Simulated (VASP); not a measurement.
```
Sn
1.0
   -2.86350     2.84118     1.59930
    2.86350    -2.84118     1.59930
    2.86350     2.84118    -1.59930
Sn
2
Direct
  0.25000   0.75000   0.50000
  0.00000   0.00561   0.00561
```

Computed with PBE GGA, VASP's PBE PAW potentials (set 64) (plane waves; VASP). Settings: 350 eV cut-off, 12×12×12 Γ-centred mesh, first-order Methfessel-Paxton smearing of 0.10 eV, potentials Sn_d.

Unless said otherwise, spin-orbit coupling is left out, though it shifts the bands of the heavy elements here.

**Question.** Estimate the energy per atom (σ→0), pressure, largest force, band gap (on the k-mesh) with the smallest direct gap where there is one.

**Answer.** 
| Item | Value |
|---|---|
| band gap (on the k-mesh) | none (metal, semimetal or under 0.01 eV) |
| energy per atom (σ→0) | -3.762 eV/atom |
| pressure | 4.89 GPa |
| largest force | 0.159 eV/Å |

The compound is Sn in the beta structure. The cell was not relaxed at this level. The run is one of a series of settings (ENCUT = 350 against the base run), some of them coarse on purpose.
